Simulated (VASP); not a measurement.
All values below come from PBE GGA, VASP's PBE PAW potentials (set 64) (plane waves; VASP).

VASP input:

File POSCAR:
```
NaCl
1
    0.0000000000     2.8394556795     2.8394556795
    2.8394556795     0.0000000000     2.8394556795
    2.8394556795     2.8394556795     0.0000000000
Na Cl
1 1
Direct
  0.0000000000   0.0000000000   0.0000000000
  0.5000000000   0.5000000000   0.5000000000
```

INCAR:
```
ALGO=Normal
EDIFF=1E-7
ENCUT=400
GGA=PE
ISIF=2
ISMEAR=-5
LASPH=.TRUE.
LCHARG=.TRUE.
LORBIT=11
LREAL=.FALSE.
LWAVE=.FALSE.
NEDOS=601
NELM=100
PREC=Accurate
SYSTEM=NaCl
```

**KPOINTS**
```
Automatic mesh
0
Gamma
9 9 9
0 0 0
```

POTCAR, in this order: Na_pv Cl (PBE.64 set). Program: vasp_std.

Problem. What will the output report for the number of irreducible k-points (NKPTS), number of bands (NBANDS), largest plane-wave count, number of space-group operations, FFT grid (NGX, NGY, NGZ)?

Solution. 
| Quantity | Result |
|---|---|
| number of irreducible k-points (NKPTS) | 35 |
| number of bands (NBANDS) | 11 |
| largest plane-wave count | 869 |
| number of space-group operations | 48 |
| FFT grid (NGX, NGY, NGZ) | 28 × 28 × 28 |

The compound is NaCl in the rock salt structure. It was relaxed first.
